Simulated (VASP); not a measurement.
Input:

```
CELL_PARAMETERS angstrom
      0.00000     3.16279     3.16279
      3.16279     0.00000     3.16279
      3.16279     3.16279     0.00000
ATOMIC_POSITIONS crystal
  Na 0.00000 0.00000 0.00000
  I  0.50000 0.50000 0.50000
```

Level of theory: PBE0 hybrid, VASP's PBE PAW potentials (set 64) (plane waves; VASP 6.6.1). Settings: 520 eV cut-off, 6×6×6 Γ-centred mesh, Gaussian smearing of 0.050 eV, potentials Na_pv I.

Give the stress tensor in GPa (positive for a compressed cell).

```
1.41  0.00  0.00
0.00  1.41  0.00
0.00  0.00  1.41
```
The pressure is its mean diagonal, 1.41 GPa.

The compound is NaI in the rock salt structure. This cell is one point of a volume scan, at 0.91 of the reference volume. The cell's shape comes from a PBE relaxation.
